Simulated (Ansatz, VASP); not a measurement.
# SnSe2: VASP beside Ansatz

One calculation is typed for both programs; each brings its own data sets. How far apart do they land? The cell is generated by rule, not measured, and may not be a known phase. The cell is taken from a series of runs on this material, whose earlier steps may have relaxed, scaled, displaced or heated it; both programs get it as it stands.

Method: plane waves, with VASP 6.6.1 beside it; PBEsol, in Ansatz 0.2.0.

The structure was built from a prototype and need not be the compound's stable phase.

### 1. The structure

It takes space group P4_2/nmc (No. 137, tetragonal). The conventional cell has a = 4.777 Å, b = 4.777 Å, c = 6.756 Å, α = 90.00°, β = 90.00°, γ = 90.00°. Nearest to Sn lie 8 Se at 2.62 to 3.31 Å. Nearest to Se lie 4 Sn at 2.62 to 3.31 Å. Farther neighbours and most contacts between anions are not listed.

### 2. VASP: single point, PBEsol, pair 1

With cell and atoms fixed, the geometry can't cause a difference; cores, projectors, grids and the points listed under the comparison can.

Lines of VASP's logs that name or quote its potential files are left out, and so is its time.

Input file INCAR:

```
SYSTEM = SnSe2
PREC = Accurate
ENCUT = 500
EDIFF = 1E-06
NELM = 120
ISMEAR = 1
SIGMA = 0.2
LREAL = .FALSE.
ALGO = Normal
GGA = PS
NBANDS = 32
LORBIT = 11
LWAVE = .FALSE.
LCHARG = .FALSE.
ISIF = 2
LASPH = .TRUE.
GGA_COMPAT = .FALSE.
KPAR = 2
```

Input file POSCAR:

```
SnSe2
1.0
    0.0000000000     -3.3778230940     -3.3778230940
    0.0000000000      3.3778230940     -3.3778230940
    6.7556461880      0.0000000000      0.0000000000
Sn Se
2 4
Direct
    0.0000000000      0.0000000000      0.0000000000
    0.5000000000      0.5000000000      0.5000000000
    0.0000000000      0.5000000000      0.8388145979
    0.5000000000      0.0000000000      0.1611854021
    0.0000000000      0.5000000000      0.3388145979
    0.5000000000      0.0000000000      0.6611854021
```

Input file KPOINTS:

```
Automatic mesh
0
Gamma
8 8 6
0 0 0
```

Potentials, in the order of the species: Sn_d and Se (PBE family, release 64).

Started as:

```console
mpirun -np 2 vasp_std
```

Numbers of over 12 decimals in the logs are rounded to 6 here.

The log of the run:

```text
[banner, memory and clock lines left out]
running    2 mpi-ranks, on    1 nodes
 distrk:  each k-point on    1 cores,    2 groups
 distr:  one band on    1 cores,    1 groups

 POSCAR found type information on POSCAR SnSe
 POSCAR found :  2 types and       6 ions
|                                                                             |
|               ----> ADVICE to this user running VASP <----                  |
|                                                                             |
|     You enforced a specific xc type in the INCAR file but a different       |
|     [... a line on the potential file left out ...]
|     I HOPE YOU KNOW WHAT YOU ARE DOING!                                     |
|                                                                             |

 LDA part: xc-table for (Slater+PW92), standard interpolation
 POSCAR, INCAR and KPOINTS ok, starting setup
 FFT: planning ... GRIDC
 FFT: planning ... GRID_SOFT
 FFT: planning ... GRID
 WAVECAR not read
 entering main loop
       N       E                     dE             d eps       ncg     rms          rms(c)
DAV:   1     0.492636280489E+03    0.49264E+03   -0.23123E+04  3960   0.183E+03
DAV:   2     0.489343151775E+02   -0.44370E+03   -0.43214E+03  3912   0.498E+02
DAV:   3    -0.211037034144E+02   -0.70038E+02   -0.68432E+02  4712   0.169E+02
DAV:   4    -0.246309738928E+02   -0.35273E+01   -0.34981E+01  4480   0.410E+01
DAV:   5    -0.247343580117E+02   -0.10338E+00   -0.10334E+00  5688   0.736E+00    0.667E+00
DAV:   6    -0.241895937001E+02    0.54476E+00   -0.11257E+00  5272   0.935E+00    0.416E+00
DAV:   7    -0.241508250882E+02    0.38769E-01   -0.28087E-01  5040   0.278E+00    0.134E+00
DAV:   8    -0.241451591842E+02    0.56659E-02   -0.36012E-02  4872   0.170E+00    0.229E-01
DAV:   9    -0.241450512658E+02    0.10792E-03   -0.30561E-03  4920   0.541E-01    0.828E-02
DAV:  10    -0.241450515341E+02   -0.26833E-06   -0.29295E-04  5152   0.123E-01    0.260E-02
DAV:  11    -0.241450615236E+02   -0.99895E-05   -0.47058E-05  5272   0.469E-02    0.738E-03
DAV:  12    -0.241450615732E+02   -0.49628E-07   -0.52217E-06  3984   0.140E-02
   1 F= -.24145062E+02 E0= -.24148427E+02  d E =0.100970E-01
```

OUTCAR, selected parts (step 2):

```text
ion  position               nearest neighbor table
   1  0.000  0.000  0.000-   3 2.62   4 2.62   3 2.62   4 2.62
   2  0.500  0.500  0.500-   5 2.62   6 2.62   6 2.62   5 2.62
   3  0.000  0.500  0.839-   1 2.62   1 2.62
   4  0.500  0.000  0.161-   1 2.62   1 2.62
   5  0.000  0.500  0.339-   2 2.62   2 2.62
   6  0.500  0.000  0.661-   2 2.62   2 2.62

  LATTYP: Found a simple tetragonal cell.
 ALAT       =     4.7769632308
 C/A-ratio  =     1.4142135624

 Subroutine GETGRP returns: Found 16 space group operations
 (whereof  8 operations were pure point group operations)

The static configuration has the point symmetry D_2d.
 The point group associated with its full space group is D_4h.

 Found     60 irreducible k-points:

   k-points           NKPTS =     60   k-points in BZ     NKDIM =     60   number of bands    NBANDS=     32

   dimension x,y,z NGX =    36 NGY =   36 NGZ =   50
   dimension x,y,z NGXF=    72 NGYF=   72 NGZF=  100

   ENCUT  =  500.0 eV  36.75 Ry    6.06 a.u.   8.71  8.71 12.32*2*pi/ulx,y,z

   NELECT =      52.0000    total number of electrons

 k-points in reciprocal lattice and weights: Automatic mesh
   0.00000000  0.00000000  0.00000000       0.003
   0.12500000  0.00000000  0.00000000       0.010
   0.25000000  0.00000000  0.00000000       0.010
   0.37500000  0.00000000  0.00000000       0.010
   0.50000000  0.00000000  0.00000000       0.005
   0.12500000  0.12500000  0.00000000       0.010
   0.25000000  0.12500000  0.00000000       0.021
   0.37500000  0.12500000  0.00000000       0.021
   0.50000000  0.12500000  0.00000000       0.010
[...]
0.50000000  0.37500000  0.50000000       0.010
   0.50000000  0.50000000  0.50000000       0.003

 average (electrostatic) potential at core
       1-102.4459       2-102.4459       3 -53.3874       4 -53.3874       5 -53.3874
       6 -53.3874

 E-fermi :   4.4504

 k-point     1 :       0.0000    0.0000    0.0000
  band No.  band energies     occupation
    ...
     23       2.4092      2.00000
     24       3.1531      2.00000
     25       4.2725      2.01919
     26       4.2725      2.01919
     27       4.4238      1.22359
     28       4.6445     -0.04349
     29       6.1281     -0.00000
     30       7.5386     -0.00000
     31       8.8650      0.00000
     32       8.8650      0.00000

 k-point     2 :       0.1250    0.0000    0.0000
  band No.  band energies     occupation
    ...
     22       2.4619      2.00000
     23       2.4925      2.00000
     24       3.4289      2.00000
     25       4.0738      2.02288
     26       4.1345      2.04799
     27       4.5858      0.09681
     28       4.9003     -0.00659
     29       6.2783     -0.00000
     30       6.8991     -0.00000
     31       8.6502      0.00000
    ...

 k-point     3 :       0.2500    0.0000    0.0000
  band No.  band energies     occupation
    ...
     22       2.6134      2.00000
     23       3.3867      2.00000
     24       3.8132      2.00006
     25       3.8398      2.00014
     26       3.9796      2.00433
     27       4.8409     -0.01859
     28       5.3340     -0.00000
     29       6.4437     -0.00000
     30       6.7900     -0.00000
     31       8.2690     -0.00000
    ...

  Total        2.0062453      1.3524785      1.3524785      0.0000000      0.0000000      0.0000000
  in kB       20.8508575     14.0562756     14.0562756      0.0000000      0.0000000      0.0000000
  external PRESSURE =      16.3211362 kB  Pullay stress =       0.0000000 kB

  energy-cutoff  :      500.00
  volume of cell :      154.16
      direct lattice vectors                 reciprocal lattice vectors
     0.000000000 -3.377823094 -3.377823094     0.000000000 -0.148024330 -0.148024330
     0.000000000  3.377823094 -3.377823094     0.000000000  0.148024330 -0.148024330
     6.755646188  0.000000000  0.000000000     0.148024330  0.000000000  0.000000000

 POSITION                                       TOTAL-FORCE (eV/Angst)
 -----------------------------------------------------------------------------------
      0.00000      0.00000      0.00000         0.000000     -0.000000     -0.000000
      3.37782      0.00000     -3.37782         0.000000      0.000000      0.000000
      5.66673      1.68891     -1.68891        -0.620325     -0.000000      0.000000
      1.08891     -1.68891     -1.68891         0.620325     -0.000000      0.000000
      2.28891      1.68891     -1.68891        -0.620325     -0.000000     -0.000000
      4.46673     -1.68891     -1.68891         0.620325     -0.000000      0.000000
 -----------------------------------------------------------------------------------
    total drift:                                0.000000      0.000000     -0.000000

  FREE ENERGIE OF THE ION-ELECTRON SYSTEM (eV)
  ---------------------------------------------------
  free  energy   TOTEN  =       -24.1450615732 eV

  energy  without entropy=      -24.1551585765  energy(sigma->0) =      -24.14842724

 total charge
# of ion       s       p       d       tot
------------------------------------------
    1        1.184   0.921  10.067  12.172
    2        1.184   0.921  10.067  12.172
    3        1.490   2.269   0.029   3.788
    4        1.490   2.269   0.029   3.788
    5        1.490   2.269   0.029   3.788
    6        1.490   2.269   0.029   3.788
--------------------------------------------------
tot          8.328  10.919  20.250  39.497

[... 3 further parts left out ...]
```

The run ends at a pressure of 1.63 GPa, with forces up to 0.62 eV/Å.

### 3. Ansatz: single point, PBEsol, pair 1

Ansatz runs on its default PAW (the set named soft_2) files.

The same cell, functional, mesh and smearing now go to Ansatz, which takes its cutoff from its data sets.

Input file input.yaml:

```yaml
crystal:
  lattice:
    - [0.0, -3.377823094, -3.377823094]
    - [0.0, 3.377823094, -3.377823094]
    - [6.755646188, 0.0, 0.0]
  atoms:
    - { symbol: Sn, position: [0.0, 0.0, 0.0] }
    - { symbol: Sn, position: [0.5, 0.5, 0.5] }
    - { symbol: Se, position: [0.0, 0.5, 0.8388145979] }
    - { symbol: Se, position: [0.5, 0.0, 0.1611854021] }
    - { symbol: Se, position: [1.0, 0.5, 0.3388145979] }
    - { symbol: Se, position: [0.5, 0.0, 0.6611854021] }
kpoints:
  mp_grid: { grid: [8, 8, 6] }
hamiltonian:
  xc: pbesol
scf:
  occupations: { method: methfessel_paxton, width: 0.2 }
output:
  forces: true
  stress: true
  eigenvalues: true
```

Started as:

```console
ansatz run input.yaml --threads 4 --pin off --max-ram 7168MiB --backend cpu --events-out ev --progress --plain --runs-dir out
```

The log of the run:

```text
Engine: ansatz 0.2.0, aarch64-unknown-linux-gnu
Pseudopotentials: kind: paw
Pseudopotential: Sn, paw, valence charge 14, recommended cutoff 420 eV (normal), Sn.paw.azcp
Pseudopotential: Se, paw, valence charge 16, recommended cutoff 420 eV (normal), Se.paw.azcp
Functional definition: PBEsol
  exchange = pbesol_x
  correlation = pbesol_c
Crystal: 6 atoms, lattice volume = 154.160 Å³
Basis set: ecut = 420 eV, 2983 PW (Γ), exchange–correlation on 64×64×96 points (8 copies of the dense FFT grid, shifted against one another)
Bands: 56, of which v1, the nominal top of the filled ones, is band 46 counted from 1 (45 counted from 0)
Symmetry: 16 space group operations
Space group: P42/nmc (ITA 137), of the structure as read, at distance tolerance 5.4e-5 Å
k-points: 60 of 384
Non-local potential: Sn, projectors of the file, l = 0: 2, l = 1: 2, l = 2: 2, l = 3: 2
Non-local potential: Se, projectors of the file, l = 0: 2, l = 1: 2, l = 2: 3, l = 3: 1
PAW form: soft (Blöchl's): semilocal exchange-correlation on the pseudo side does not see the compensation charge
PAW frozen core: Sn, regenerated for the run's functional, and the local potential with it (the file was generated under x = pbe(κ = 0.804, μ = 0.219515), c = pbe(β = 0.066725))
PAW frozen core: Se, regenerated for the run's functional, and the local potential with it (the file was generated under x = pbe(κ = 0.804, μ = 0.219515), c = pbe(β = 0.066725))
PAW one-centre angular grid: Sn, 590 points (default); XC on 64 Gauss nodes
PAW one-centre angular grid: Se, 590 points (default); XC on 64 Gauss nodes
Initial density: superposition of atomic densities (neutral atoms: chi_scale 0, normalization atom), corrected by the library's trained network
Initial wavefunctions: pseudopotential atomic-orbital guess
Functional: x = pbesol(κ = 0.804, μ = 0.123457), c = pbesol(β = 0.046)
SCF iter   1: F=—  HF=-33596.619699 eV  |F-HF|=—  |Δ(HF+E_count)|=         —  Δρ=3.61e-3  dr2=2.11e-2  ethr=1.77e-3  ⟨swp⟩=7.6  Hψ=13290  notcnv=0
preconditioner: auto → LDOS  [metal: Δε(μ)=0.060 eV  Ē_g=15.860 eV  σ=0.200 eV  W_gap=0.25  n_scr=36 (ndim 8)  ℏωp=21.6 eV  f_vac=0.065  D(μ)=2.34/eV (n_scr^D=14)  β→1.0]
SCF iter   2: F=—  HF=-33596.613018 eV  |F-HF|=—  |Δ(HF+E_count)|=   6.68e-3  S|Δr|=    0.00e0  Δρ=1.28e-3  dr2=2.65e-3  ethr=2.29e-5  ⟨swp⟩=2.0  Hψ=6667  notcnv=0
SCF iter   3: F=—  HF=-33596.611567 eV  |F-HF|=—  |Δ(HF+E_count)|=   1.45e-3  S|Δr|=    0.00e0  Δρ=2.42e-4  dr2=1.09e-4  ethr=2.88e-6  ⟨swp⟩=2.0  Hψ=5952  notcnv=0
SCF iter   4: F=—  HF=-33596.611469 eV  |F-HF|=—  |Δ(HF+E_count)|=   9.84e-5  S|Δr|=    0.00e0  Δρ=5.50e-5  dr2=4.30e-6  ethr=1.18e-7  ⟨swp⟩=2.0  Hψ=5953  notcnv=0
SCF iter   5: F=—  HF=-33596.611438 eV  |F-HF|=—  |Δ(HF+E_count)|=   3.10e-5  S|Δr|=    0.00e0  Δρ=1.13e-5  dr2=1.43e-7  ethr=4.67e-9  ⟨swp⟩=2.4  Hψ=5057  notcnv=0
SCF iter   6: F=-33596.611438 eV  HF=-33596.611438 eV  |F-HF|=1.07e-8  |Δ(HF+E_count)|=   6.15e-8  S|Δr|=    0.00e0  Δρ=2.84e-6  dr2=1.51e-8  ethr=1.09e-10  ⟨swp⟩=9.4  Hψ=15302  notcnv=0
SCF 1 converged in 6 iterations: F = -33596.611438 eV  dr2 = 1.51e-8
  greatest PAW one-centre occupation: 1.000 electrons in one spin orbital (limit 2), on the Se atom at site 5 (counted from 0), in its partial waves of l = 2
SCF converged after 6 iterations
Stability not checked: this state was not tested for a lower state beside it, because cold or Methfessel-Paxton smearing, or corrected tetrahedra, fill the levels in a way that the test cannot read (fill_not_monotonic; see scf.lower_state_search)
Free energy (F): -33596.611438 eV
Harris-Foulkes:  -33596.611438 eV  (|F-HF|=1.07e-8)
Internal energy: -33596.621591 eV  (E = F + TS)
E sigma→0 (E₀):  -33596.613976 eV
Entropy (-TS):   0.010153 eV (1.692 meV/atom)
Fermi energy:    8.397349 eV
--- Per-component energies (eV) ---
  E_band       = -1725.542540
  E_kinetic    = 848.270177
  E_local      = -11619.009573  (includes V_loc(G=0)·N_el)
  E_nonlocal   = -2429.676221
  E_hartree    = 5951.454083
  E_xc         = -1170.563514
  E_vxc        = -584.702782  (∫ρ·V_xc dr)
  E_paw        = -15604.808282  (= ΣΔE_a)
  E_vpaw       = 156.668521  (= ΣTr[D̂ρ^β])
  E_aug_tail   = -0.002388  (compensation charges beyond the density's cutoff)
  E_ewald      = -9576.889354
  E_core_change = 4.603481  (= ΣΔE_core)
  E_smearing   = 0.010153  (= −TS)
  E_closure    = 0.000000  (closes the sum)
  Σ components = -33596.611438   (vs F -33596.611438, Δ=0.00e0)
--- Forces (eV/Å), atoms counted from 1 ---
  atom   1  Sn    -0.00000000     0.00000000     0.00000000
  atom   2  Sn     0.00000000     0.00000000     0.00000000
  atom   3  Se    -0.61521098    -0.00000000    -0.00000000
  atom   4  Se     0.61521098     0.00000000    -0.00000000
  atom   5  Se    -0.61521098    -0.00000000     0.00000000
  atom   6  Se     0.61521098     0.00000000     0.00000000
  max |Σ_I F_I| component: 2.22e-16 eV/Å
--- Stress (GPa, compression-positive) ---
        2.063397      -0.000000       0.000000
       -0.000000       1.316486       0.000000
        0.000000      -0.000000       1.316486
  P = ⅓ Tr σ = 1.5655 GPa (15.655 kbar)
--- Band table (eV; the first three rows and the last of 60) ---
  k-point 0: bands = [... 42 lower, 6.3578, 7.1048, 8.2211, 8.2211, 8.3728, 8.5922, 10.0777, 11.4870, ... 6 higher]
  k-point 1: bands = [... 42 lower, 6.5338, 7.1909, 8.0007, 8.2493, 8.2493, 8.6766, 9.9230, 11.2776, ... 6 higher]
  k-point 2: bands = [... 42 lower, 6.7743, 7.3011, 7.4485, 8.3021, 8.3021, 8.3842, 9.9487, 10.8146, ... 6 higher]
  k-point 59: bands = [... 42 lower, 7.4743, 7.4743, 7.8323, 7.8323, 11.0485, 11.0485, 12.8783, 12.8783, ... 6 higher]
```

In the SCF lines HF is the Harris–Foulkes energy and dr2 the Hartree energy of the density residual, in eV; the loop may stop once dr2 is under the threshold and the program's other checks hold. Hψ counts applications of the Hamiltonian.

The run ends at a pressure of 1.57 GPa, with forces up to 0.62 eV/Å.

### 4. Differences

Known differences besides the potentials themselves: the data sets hold 92 valence electrons in Ansatz (on its default PAW (the set named soft_2) files) and 52 in VASP; the cutoff is 420 eV in Ansatz and 500 eV in VASP; Ansatz makes its cores anew for this functional, VASP keeps those of its PBE data sets. Total energies have different zeros and are not compared.

Compared:

```csv
quantity,Ansatz,VASP,difference
pressure (GPa),1.57,1.63,-0.07
```

Forces (eV/Å; atoms numbered as in POSCAR):

```csv
atom,"Ansatz x, y, z","VASP x, y, z"
Sn1,"0.000, 0.000, 0.000","0.000, 0.000, 0.000"
Sn2,"0.000, 0.000, 0.000","0.000, 0.000, 0.000"
Se3,"-0.615, 0.000, 0.000","-0.620, 0.000, 0.000"
Se4,"0.615, 0.000, 0.000","0.620, 0.000, 0.000"
Se5,"-0.615, 0.000, 0.000","-0.620, 0.000, 0.000"
Se6,"0.615, 0.000, 0.000","0.620, 0.000, 0.000"
```

The forces differ by 2.4 meV/Å r.m.s., which is 0.8 % of the r.m.s. force of 0.292 eV/Å (both taken over all components).

### 5. VASP: single point, PBEsol, pair 2

With cell and atoms fixed, the geometry can't cause a difference; cores, projectors, grids and the points listed under the comparison can. This pair takes another cell of the material, with 12 atoms against 6 for the pair before.

INCAR: that of step 2 with these lines changed.

```diff
@@ -10,3 +10,3 @@
 GGA = PS
-NBANDS = 32
+NBANDS = 64
 LORBIT = 11
```

Input file POSCAR:

```
SnSe2
1.0
    0.0000000000      0.0000000000     -6.7556461880
    6.7556461880      0.0000000000      0.0000000000
    3.3778230940     -6.7556461880     -3.3778230940
Sn Se
4 8
Direct
    0.7500000000      0.2500000000      0.5000000000
    0.2500000000      0.7500000000      0.5000000000
    0.5000000000      0.5000000000      0.0000000000
    0.0000000000      0.0000000000      0.0000000000
    0.6250000000      0.6309209732      0.2500000000
    0.1250000000      0.1190790268      0.2500000000
    0.3690790268      0.8750000000      0.7500000000
    0.8809209732      0.3750000000      0.7500000000
    0.3809209732      0.3750000000      0.7500000000
    0.8690790268      0.8750000000      0.7500000000
    0.1250000000      0.6190790268      0.2500000000
    0.6250000000      0.1309209732      0.2500000000
```

Input file KPOINTS:

```
Automatic mesh
0
Gamma
6 6 6
0 0 0
```

Started as:

```console
mpirun -np 2 vasp_std
```

The log of the run:

```text
[banner, memory and clock lines left out]
running    2 mpi-ranks, on    1 nodes
[...]
[... a notice as in an earlier step ...]

 LDA part: xc-table for (Slater+PW92), standard interpolation
 POSCAR, INCAR and KPOINTS ok, starting setup
[...]
entering main loop
       N       E                     dE             d eps       ncg     rms          rms(c)
DAV:   1     0.115050028151E+04    0.11505E+04   -0.43888E+04  4056   0.185E+03
DAV:   2     0.169445332802E+03   -0.98105E+03   -0.95159E+03  3920   0.546E+02
DAV:   3    -0.307265768562E+02   -0.20017E+03   -0.19343E+03  4520   0.199E+02
DAV:   4    -0.469359007696E+02   -0.16209E+02   -0.15738E+02  4552   0.560E+01
[...]
DAV:  11    -0.469437982006E+02   -0.32753E-04   -0.52944E-05  4608   0.259E-02    0.832E-03
DAV:  12    -0.469438021911E+02   -0.39905E-05   -0.84019E-06  3824   0.949E-03    0.286E-03
DAV:  13    -0.469438025084E+02   -0.31726E-06   -0.44327E-07  2608   0.407E-03
   1 F= -.46943803E+02 E0= -.46940950E+02  d E =-.855858E-02
```

OUTCAR, selected parts (step 5):

```text
  Total        0.0430187      0.3031758      0.0430187      0.0000000      0.0000000      0.0000000
  in kB        0.2235459      1.5754493      0.2235459      0.0000000      0.0000000      0.0000000
  external PRESSURE =       0.6741804 kB  Pullay stress =       0.0000000 kB

 POSITION                                       TOTAL-FORCE (eV/Angst)
 -----------------------------------------------------------------------------------
      3.37782     -3.37782     -6.75565         0.000000      0.000000      0.000000
      6.75565     -3.37782     -3.37782         0.000000     -0.000000      0.000000
      3.37782      0.00000     -3.37782         0.000000      0.000000      0.000000
      0.00000      0.00000      0.00000         0.000000     -0.000000     -0.000000
      5.10673     -1.68891     -5.06673         0.152421     -0.000000      0.000000
      1.64891     -1.68891     -1.68891        -0.152421      0.000000      0.000000
      8.44456     -5.06673     -5.02673         0.000000     -0.000000      0.152421
      5.06673     -5.06673     -8.48456         0.000000     -0.000000     -0.152421
      5.06673     -5.06673     -5.10673         0.000000      0.000000     -0.152421
      8.44456     -5.06673     -8.40456         0.000000     -0.000000      0.152421
      5.02673     -1.68891     -1.68891        -0.152421      0.000000     -0.000000
      1.72891     -1.68891     -5.06673         0.152421      0.000000     -0.000000
 -----------------------------------------------------------------------------------
    total drift:                               -0.000000     -0.000000     -0.000000

  FREE ENERGIE OF THE ION-ELECTRON SYSTEM (eV)
  ---------------------------------------------------
  free  energy   TOTEN  =       -46.9438025084 eV

  energy  without entropy=      -46.9352439265  energy(sigma->0) =      -46.94094965

[... 3 further parts left out ...]
[key lines of the parts left out:]
E-fermi :   4.6787
```

The run ends at a pressure of 0.07 GPa, with forces up to 0.15 eV/Å.

(Continued in part 2 of 2.)

[Lines on the potential files, build, host, timing and source positions are cut from VASP's logs without a mark.]

[Logs are printed without paths, hosts, clocks, repeated set-up lines and the standing remarks that a program may print on its own settings, such as how far it seeks lower states.]

[Hosts, paths, dates, database ids (printed as entryN), source tags and the programs' standing remarks are cut or masked in the printed files.]
